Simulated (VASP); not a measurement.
An input for Ansatz (written as the equivalent of a VASP run, and not itself run):

Ansatz 0.2 input:
```yaml
crystal:
  lattice:
    - [-2.7541080, 2.7541080, 5.5091530]
    - [2.7541080, -2.7541080, 5.5091530]
    - [2.7541080, 2.7541080, -5.5091530]
  atoms:
    - { symbol: Zn, position: [0.7500000, 0.2500000, 0.5000000] }
    - { symbol: Cu, position: [0.0000000, 0.0000000, 0.0000000] }
    - { symbol: Cu, position: [0.2500000, 0.7500000, 0.5000000] }
    - { symbol: Sn, position: [0.5000000, 0.5000000, 0.0000000] }
    - { symbol: S, position: [0.3643200, 0.3712400, 0.4775800] }
    - { symbol: S, position: [0.6287600, 0.1063400, 0.9930800] }
    - { symbol: S, position: [0.8936600, 0.8867400, 0.5224200] }
    - { symbol: S, position: [0.1132600, 0.6356800, 0.0069200] }
kpoints:
  mp_grid: { grid: [2, 2, 2], shift: [0.5, 0.5, 0.5] }
hamiltonian:
  xc: hse06
  pseudopotentials: { kind: paw }
scf:
  occupations: { method: methfessel_paxton, width: 0.136 }
  max_iter: 100
output: { forces: true, stress: true, eigenvalues: true }
```

Task: Write the VASP files for the same calculation (HSE06).

Result: This is not unique; one that fits is 
### INCAR
```
SYSTEM=ZnCu2SnS4
PREC=Accurate; ENCUT=300; LREAL=.FALSE.
LASPH=.TRUE.; ISYM=3
EDIFF=1E-6; NELM=100; ALGO=Normal
LMAXMIX=4
ISMEAR=1; SIGMA=0.136
GGA=PE; LHFCALC=.TRUE.; AEXX=0.25
HFSCREEN=0.2; PRECFOCK=Fast
ISIF=2
LWAVE=.FALSE.; LCHARG=.FALSE.
```

File KPOINTS:
```
Automatic
0
gamma
  2 2 2
0.5 0.5 0.5
```

POSCAR:
```
ZnCu2SnS4
1.0
 -2.7541080000   2.7541080000   5.5091530000
  2.7541080000  -2.7541080000   5.5091530000
  2.7541080000   2.7541080000  -5.5091530000
Zn Cu Sn S
1 2 1 4
Cartesian
  0.0000000000   2.7541080000   2.7545765000
  0.0000000000   0.0000000000   0.0000000000
  2.7541080000   0.0000000000   2.7545765000
  0.0000000000   0.0000000000   5.5091530000
  1.3343653260   1.2962484713   1.4212512909
  1.2962484713   4.1738506740  -1.4212512909
  1.4197426740   1.4578595287   6.9304042909
  1.4578595287  -1.4197426740   4.0879017091
```

POTCAR, in this order: Zn Cu Sn_d S (PBE.64 set). Program: vasp_std.

What does not carry over: each code has its own PAW files, so the cut-off isn't converted (ENCUT is set for VASP's; basis.ecutwfc is left out, and Ansatz then takes the one that its files recommend); Ansatz stops its SCF on the density residual and VASP on the energy change (EDIFF); Ansatz's hse06 screens at 0.11 per bohr (0.208 per Å), slightly more than HFSCREEN = 0.2.

The structure comes from a computed database's ZnCu2SnS4 entry, a phase known from measurement. The cell was not relaxed at this level. The k-mesh is coarse (spacing up to 0.81 per Å, 2π included), so the numbers may not be converged in it. The run is one of a series of settings (AEXX = 0.25, GGA = PE, HFSCREEN = 0.2, ISYM = 3, LHFCALC = .TRUE., PRECFOCK = Fast, KPOINTS 2×2×2 Γ-centred mesh shifted by (0.5, 0.5, 0.5) against the base run), some of them coarse on purpose.
